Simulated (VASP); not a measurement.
CsPbBr$_{3}$ (cubic perovskite):

```
CsPbBr3
1.0
    5.87000     0.00000     0.00000
    0.00000     5.87000     0.00000
    0.00000     0.00000     5.87000
Cs Pb Br
1 1 3
Direct
  0.00000   0.00000   0.00000
  0.50000   0.50000   0.50000
  0.50000   0.00000   0.50000
  0.00000   0.50000   0.50000
  0.50000   0.50000   0.00000
```

The highest filled band near R, direction [111], from PBE with spin-orbit coupling in VASP (PAW); its two spin partners are averaged. The gap over the points computed is 0.45 eV, and the next band on that side lies 1.64 eV away at the edge.

Run with 400 eV cut-off, 4×4×4 Γ-centred mesh, Gaussian smearing of 0.050 eV, potentials Cs_sv Pb_d Br.

```csv
distance from the edge in k (1/Å),distance in energy (meV)
0.012,6.2
0.018,13.8
0.025,26.0
0.035,48.9
0.050,92.8
0.070,163.8
```

Task: Fit E(1 + αE) = ħ²k²/2m* (ħ²/2m0 = 3.810 eV Å²) and predict the row at 0.095 1/Å.

Result: Least squares on the energies gives the hole mass m* = 0.088 m0 and α = 1.84 per eV, and so 264.2 meV. The run gave 265.8 meV, +1.6 meV from the fit.

Left out are points under 3 meV from the edge, since the levels carry 0.1 meV, and points farther than half the way to the next band.

The compound is CsPbBr3 in the cubic perovskite structure, the ideal cubic form; the compound distorts at low or room temperature. The cell was not relaxed at this level.
